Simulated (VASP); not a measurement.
Computed with PBE GGA, VASP's PBE PAW potentials (set 64) (plane waves; VASP).

VASP ran on this input.

### INCAR
```
! general
SYSTEM =Pt
PREC   =Accurate
ENCUT  =300
LREAL  =F
LASPH  =T

! electronic loop
EDIFF  =1E-6
NELM   =100
ALGO   =Normal
LMAXMIX=6

! smearing
ISMEAR =0
SIGMA  =0.136

! functional
GGA    =PE

! ions
ISIF   =2

! output
LWAVE  =F
LCHARG =F
```

### POSCAR
```
Pt
1
    0.0000000000     1.9600000000     1.9600000000
    1.9600000000     0.0000000000     1.9600000000
    1.9600000000     1.9600000000     0.0000000000
Pt
1
Direct
  0.0000000000   0.0000000000   0.0000000000
```

KPOINTS:
```
K-points
0
gamma
 12 12 12
```

POTCAR, in this order: Pt (PBE.64 set). Program: vasp_std.

What VASP printed:

**OSZICAR**
```
       N       E                     dE             d eps       ncg     rms          rms(c)
DAV:   1     0.146675017203E+02    0.14668E+02   -0.40872E+03  1664   0.634E+02
DAV:   2    -0.633738805553E+01   -0.21005E+02   -0.20212E+02  1366   0.128E+02
DAV:   3    -0.646260380624E+01   -0.12522E+00   -0.12418E+00  1558   0.989E+00
DAV:   4    -0.646296590177E+01   -0.36210E-03   -0.36209E-03  1429   0.538E-01
DAV:   5    -0.646296863740E+01   -0.27356E-05   -0.27366E-05  1569   0.429E-02    0.130E+01
DAV:   6    -0.613885995687E+01    0.32411E+00   -0.81376E-01  1316   0.825E+00    0.691E+00
DAV:   7    -0.610030230653E+01    0.38558E-01   -0.16307E-01  1376   0.355E+00    0.253E+00
DAV:   8    -0.609688504003E+01    0.34173E-02   -0.95012E-03  1368   0.931E-01    0.578E-01
DAV:   9    -0.609660533390E+01    0.27971E-03   -0.55981E-04  1355   0.229E-01    0.172E-02
DAV:  10    -0.609661089447E+01   -0.55606E-05   -0.47460E-06  1550   0.160E-02    0.586E-03
DAV:  11    -0.609661092777E+01   -0.33308E-07   -0.29299E-08   695   0.182E-03
   1 F= -.60966109E+01 E0= -.60879954E+01  d E =-.172311E-01
```

OUTCAR:
```
------------------------ aborting loop because EDIFF is reached ----------------------------------------
  FORCE on cell =-STRESS in cart. coord.  units (eV):
  Direction    XX          YY          ZZ          XY          YZ          ZX
  --------------------------------------------------------------------------------------
  Total        0.8850974      0.8850974      0.8850974     -0.0000000      0.0000000      0.0000000
  in kB       94.1680194     94.1680194     94.1680194     -0.0000000      0.0000000      0.0000000
  external PRESSURE =      94.1680194 kB  Pullay stress =       0.0000000 kB
  volume of cell :       15.06
      direct lattice vectors                 reciprocal lattice vectors
     0.000000000  1.960000000  1.960000000    -0.255102041  0.255102041  0.255102041
     1.960000000  0.000000000  1.960000000     0.255102041 -0.255102041  0.255102041
     1.960000000  1.960000000  0.000000000     0.255102041  0.255102041 -0.255102041
 POSITION                                       TOTAL-FORCE (eV/Angst)
 -----------------------------------------------------------------------------------
      0.00000      0.00000      0.00000        -0.000000     -0.000000     -0.000000
 -----------------------------------------------------------------------------------
    total drift:                                0.000000     -0.000000      0.000000
  FREE ENERGIE OF THE ION-ELECTRON SYSTEM (eV)
  ---------------------------------------------------
  free  energy   TOTEN  =        -6.0966109278 eV

  energy  without entropy=       -6.0793797841  energy(sigma->0) =       -6.08799536
```
(Selected blocks of OUTCAR.)

At this cut-off the stress carries a Pulay error, which pulls relaxed volumes low.

The structure is a typed Pt crystal (Fm-3m). The cell was not relaxed at this level.
